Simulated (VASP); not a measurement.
# ZnAg (Pm-3m) in VASP: single point with LDA

Aim: the single point of ZnAg with LDA.

All numbers are computed with VASP 6.6.1; they aren't measurements. Logs are shortened: lines on timing, memory, paths and dates and some standing lists are left out, and cuts for length are marked.

## (1) Starting point

Symmetry: Pm-3m, No. 221, cubic system. Conventional cell: a = 3.156 Å, b = 3.156 Å, c = 3.156 Å, α = 90.00°, β = 90.00°, γ = 90.00°. Zn (site symmetry m-3m) has 8 Ag at 2.73 Å as nearest neighbours. Ag (site symmetry m-3m) has 8 Zn at 2.73 Å as nearest neighbours.

## (2) Single point, LDA

Contents of INCAR:

```
PREC = Accurate
ENCUT = 520
EDIFF = 1E-6
ISMEAR = 0
SIGMA = 0.1
LREAL = F
LASPH = T
NELM = 100
ALGO = Fast
ISIF = 2
LWAVE = F
LCHARG = F
NBANDS = 18
```

Contents of KPOINTS:

```
Automatic mesh
0
Gamma
  6 6 6
```

Contents of POSCAR:

```
ZnAg
1.0
    3.1560000000      0.0000000000      0.0000000000
    0.0000000000      3.1560000000      0.0000000000
    0.0000000000      0.0000000000      3.1560000000
Zn Ag
1 1
Direct
    0.5000000000      0.5000000000      0.5000000000
    0.0000000000      0.0000000000      0.0000000000
```

Potentials or basis: VASP PAW LDA potentials, release 64 (Zn, Ag).

Command:

```
cat potpaw_LDA.64/Zn/POTCAR potpaw_LDA.64/Ag/POTCAR > POTCAR
mpirun -np 1 vasp_std > vasp.out
```

OUTCAR:

```text
PREC = Accurate
   ENCUT = 520
   EDIFF = 1E-6
   ISMEAR = 0
   LREAL = F
   LASPH = T
   NELM = 100
   ISIF = 2

 ion  position               nearest neighbor table
   1  0.500  0.500  0.500-   2 2.73   2 2.73   2 2.73   2 2.73   2 2.73   2 2.73   2 2.73   2 2.73

   2  0.000  0.000  0.000-   1 2.73   1 2.73   1 2.73   1 2.73   1 2.73   1 2.73   1 2.73   1 2.73

  LATTYP: Found a simple cubic cell.
 ALAT       =     3.1560000000

  Lattice vectors:

 A1 = (   3.1560000000,   0.0000000000,   0.0000000000)
 A2 = (   0.0000000000,   3.1560000000,   0.0000000000)
 A3 = (   0.0000000000,   0.0000000000,   3.1560000000)

Analysis of symmetry for initial positions (statically):
=====================================================================
 Subroutine PRICEL returns:
 Original cell was already a primitive cell.

 Routine SETGRP: Setting up the symmetry group for a
 simple cubic supercell.

 Subroutine GETGRP returns: Found 48 space group operations
 (whereof 48 operations were pure point group operations)
 out of a pool of 48 trial point group operations.

The static configuration has the point symmetry O_h .

Analysis of symmetry for dynamics (positions and initial velocities):
=====================================================================
 Subroutine PRICEL returns:
 Original cell was already a primitive cell.

 Routine SETGRP: Setting up the symmetry group for a
 simple cubic supercell.

 Subroutine GETGRP returns: Found 48 space group operations
 (whereof 48 operations were pure point group operations)
 out of a pool of 48 trial point group operations.

The dynamic configuration has the point symmetry O_h .

 Subroutine INISYM returns: Found 48 space group operations
 (whereof 48 operations are pure point group operations),
 and found     1 'primitive' translations

----------------------------------------------------------------------------------------

                                     Primitive cell

  volume of cell :      31.4348

  direct lattice vectors                    reciprocal lattice vectors
     3.156000000  0.000000000  0.000000000     0.316856781  0.000000000  0.000000000
     0.000000000  3.156000000  0.000000000     0.000000000  0.316856781  0.000000000
     0.000000000  0.000000000  3.156000000     0.000000000  0.000000000  0.316856781

  length of vectors
     3.156000000  3.156000000  3.156000000     0.316856781  0.316856781  0.316856781

  position of ions in fractional coordinates (direct lattice)
     0.500000000  0.500000000  0.500000000
     0.000000000  0.000000000  0.000000000

  ion indices of the primitive-cell ions
   primitive index   ion index
                 1           1
                 2           2

----------------------------------------------------------------------------------------

 KPOINTS: Automatic mesh

Automatic generation of k-mesh.
 Grid dimensions read from file:
 generate k-points for:    6    6    6

 Generating k-lattice:

  Cartesian coordinates                     Fractional coordinates (reciprocal lattice)
     0.052809463  0.000000000  0.000000000     0.166666667  0.000000000  0.000000000
     0.000000000  0.052809463  0.000000000     0.000000000  0.166666667  0.000000000
     0.000000000  0.000000000  0.052809463     0.000000000  0.000000000  0.166666667

  Length of vectors
     0.052809463  0.052809463  0.052809463

  Shift w.r.t. Gamma in fractional coordinates (k-lattice)
     0.000000000  0.000000000  0.000000000

 Subroutine IBZKPT returns following result:
 ===========================================

 Found     20 irreducible k-points:

 Following reciprocal coordinates:
            Coordinates               Weight
  0.000000  0.000000  0.000000      1.000000
  0.166667  0.000000  0.000000      6.000000
  0.333333  0.000000  0.000000      6.000000
  0.500000  0.000000  0.000000      3.000000
  0.166667  0.166667  0.000000     12.000000
  0.333333  0.166667  0.000000     24.000000
[... 12 lines left out ...]
  0.500000  0.500000  0.333333      6.000000
  0.500000  0.500000  0.500000      1.000000
   k-points           NKPTS =     20   k-points in BZ     NKDIM =     20   number of bands    NBANDS=     18
   number of dos      NEDOS =    301   number of ions     NIONS =      2
   total plane-waves  NPLWV =  13824
   dimension x,y,z NGX =    24 NGY =   24 NGZ =   24
   dimension x,y,z NGXF=    48 NGYF=   48 NGZF=   48
   ions per type =               1   1
   NGX,Y,Z   is equivalent  to a cutoff of  12.64, 12.64, 12.64 a.u.
   NGXF,Y,Z  is equivalent  to a cutoff of  25.28, 25.28, 25.28 a.u.
 SYSTEM =  unknown system
   PREC   = accura    normal or accurate (medium, high low for compatibility)
   ISTART =      0    job   : 0-new  1-cont  2-samecut
   ICHARG =      2    charge: 1-file 2-atom 10-const
   ISPIN  =      1    spin polarized calculation?
   LNONCOLLINEAR =      F non collinear calculations
   LSORBIT =      F    spin-orbit coupling
   LASPH  =      T    aspherical Exc in radial PAW
   ENCUT  =  520.0 eV  38.22 Ry    6.18 a.u.   5.87  5.87  5.87*2*pi/ulx,y,z
   NELM   =    100;   NELMIN=  2; NELMDL= -5     # of ELM steps
   EDIFF  = 0.1E-05   stopping-criterion for ELM
   LREAL  =      F    real-space projection
   EDIFFG = 0.1E-04   stopping-criterion for IOM
   NSW    =      0    number of steps for IOM
   IBRION =     -1    ionic relax: 0-MD 1-quasi-New 2-CG
   NFREE  =      0    steps in history (QN), initial steepest desc. (CG)
   ISIF   =      2    stress and relaxation
   ISYM   =      2    0-nonsym 1-usesym 2-fastsym
   POTIM  = 0.5000    time-step for ionic-motion
   TEBEG  =    0.0;   TEEND  =   0.0 temperature during run
   PSTRESS=    0.0 pullay stress
   NELECT =      23.0000    total number of electrons
   NUPDOWN=      -1.0000    fix difference up-down
   EMIN   =  10.00;   EMAX   =-10.00  energy-range for DOS
   EFERMI =   0.00;   METHOD = LEGACY
   ISMEAR =     0;   SIGMA  =   0.10  broadening in eV -4-tet -1-fermi 0-gaus
   EFERMI_NEDOS =   21; number of points for ismear=-14 and -15
   IALGO  =     68    algorithm
   IMIX   =      4    mixing-type and parameters
     AMIX     =   0.40;   BMIX     =  1.00
     AMIX_MAG =   1.60;   BMIX_MAG =  1.00
  volume/ion in A,a.u.               =      15.72       106.07
  Fermi-wavevector in a.u.,A,eV,Ry     =   1.475187  2.787699 29.608687  2.176177
  Thomas-Fermi vector in A             =   2.589867
   LORBIT       =      0    0 simple, 1 ext, 2 COOP (PROOUT), +10 PAW based schemes
   GGA     = CA    functional components
   LHFCALC =     F    Hartree Fock is set to
   AEXX    =    0.0000 exact exchange contribution
   IVDW    =     0    specifies the selected vdW correction
   LEPSILON=     F    determine dielectric tensor
   LRPA    =     F    only Hartree local field effects (RPA)
 non-spin polarized calculation
 RMM-DIIS sequential band-by-band and
 Gauss-broadening in eV      SIGMA  =   0.10
  energy-cutoff  :      520.00
  volume of cell :       31.43
 maximum number of plane-waves:       868
 NGX is ok and might be reduce to    24
   NGX = 11   NGY = 11   NGZ = 11

 number of electron      23.0000018 magnetization

 Free energy of the ion-electron system (eV)
  ---------------------------------------------------
  ext. energy  EPLUGINS =         0.00000000
  ---------------------------------------------------
  free energy    TOTEN  =        -5.66508138 eV

  energy without entropy =       -5.65915922  energy(sigma->0) =       -5.66212030

 E-fermi :   6.1284     XC(G=0): -12.4177

 val. band max:        6.0693191810   @ k =   0.5000   0.3333   0.3333
 cond. band min:       6.1913120781   @ k =   0.3333   0.3333   0.0000
 fundamental gap:      0.1219928971
 Fermi energy:         6.1283985964

 k-point     1 :       0.0000    0.0000    0.0000
  band No.  band energies     occupation
      1      -3.3658      2.00000
      2      -1.8447      2.00000
      3      -1.8447      2.00000
      4      -1.2682      2.00000
      5      -1.2682      2.00000
      6      -1.2682      2.00000
[... 10 lines left out ...]
     17      17.3102      0.00000
     18      25.3982      0.00000

 k-point     2 :       0.1667    0.0000    0.0000
  band No.  band energies     occupation
      1      -2.9148      2.00000
      2      -1.7649      2.00000
      3      -1.7289      2.00000
      4      -1.2757      2.00000
      5      -1.2757      2.00000
      6      -1.2355      2.00000
[... 10 lines left out ...]
     17      20.3076      0.00000
     18      23.8740      0.00000

 k-point     3 :       0.3333    0.0000    0.0000
  band No.  band energies     occupation
      1      -1.8146      2.00000
      2      -1.5893      2.00000
      3      -1.3517      2.00000
      4      -1.2864      2.00000
      5      -1.2864      2.00000
      6      -1.1676      2.00000
[... 10 lines left out ...]
     17      20.4700      0.00000
     18      20.4729      0.00000

 k-point     4 :       0.5000    0.0000    0.0000
  band No.  band energies     occupation
      1      -1.5263      2.00000
      2      -1.4908      2.00000
      3      -1.2893      2.00000
      4      -1.2893      2.00000
      5      -1.1324      2.00000
      6      -0.3622      2.00000
[... 291 lines left out ...]
      4      -1.2215      2.00000
      5      -1.1006      2.00000
      6      -0.0723      2.00000
[... 10 lines left out ...]
     17      15.6251      0.00000
     18      17.3553      0.00000

 k-point    19 :       0.5000    0.5000    0.3333
  band No.  band energies     occupation
      1      -1.6150      2.00000
      2      -1.5497      2.00000
      3      -1.5497      2.00000
      4      -1.2210      2.00000
      5      -0.9655      2.00000
      6      -0.1117      2.00000
[... 10 lines left out ...]
     17      13.6992      0.00000
     18      14.6867      0.00000

 k-point    20 :       0.5000    0.5000    0.5000
  band No.  band energies     occupation
      1      -1.5371      2.00000
      2      -1.5371      2.00000
      3      -1.5371      2.00000
      4      -0.9634      2.00000
      5      -0.9634      2.00000
      6      -0.0971      2.00000
[... 10 lines left out ...]
     17      10.8586      0.00000
     18      12.2991      0.00000

------------------------ aborting loop because EDIFF is reached ----------------------------------------

  FORCE on cell =-STRESS in cart. coord.  units (eV):
  Direction    XX          YY          ZZ          XY          YZ          ZX
  --------------------------------------------------------------------------------------
  -------------------------------------------------------------------------------------
  Total       -1.3936837     -1.3936837     -1.3936837     -0.0000000      0.0000000     -0.0000000
  in kB      -71.0335984    -71.0335984    -71.0335984     -0.0000000      0.0000000     -0.0000000
  external PRESSURE =     -71.0335984 kB  Pullay stress =       0.0000000 kB

 VOLUME and BASIS-vectors are now :
 -----------------------------------------------------------------------------
  energy-cutoff  :      520.00
  volume of cell :       31.43
      direct lattice vectors                 reciprocal lattice vectors
     3.156000000  0.000000000  0.000000000     0.316856781  0.000000000  0.000000000
     0.000000000  3.156000000  0.000000000     0.000000000  0.316856781  0.000000000
     0.000000000  0.000000000  3.156000000     0.000000000  0.000000000  0.316856781

 POSITION                                       TOTAL-FORCE (eV/Angst)
 -----------------------------------------------------------------------------------
      1.57800      1.57800      1.57800         0.000000      0.000000      0.000000
      0.00000      0.00000      0.00000         0.000000      0.000000      0.000000
 -----------------------------------------------------------------------------------
    total drift:                                0.000000      0.000000     -0.000000

  FREE ENERGIE OF THE ION-ELECTRON SYSTEM (eV)
  ---------------------------------------------------
  free  energy   TOTEN  =        -5.6650813775 eV

  energy  without entropy=       -5.6591592209  energy(sigma->0) =       -5.66212030
```

Wall time 6.2 s (1 thread of AMD EPYC 9R45 (Zen 5), shared host); peak memory 0.1 GiB.

What came out:

```
Free energy            : -5.6651 eV
Pressure               : -7.1 GPa
Band gap on the k mesh : none (metal or under the smearing width)
```
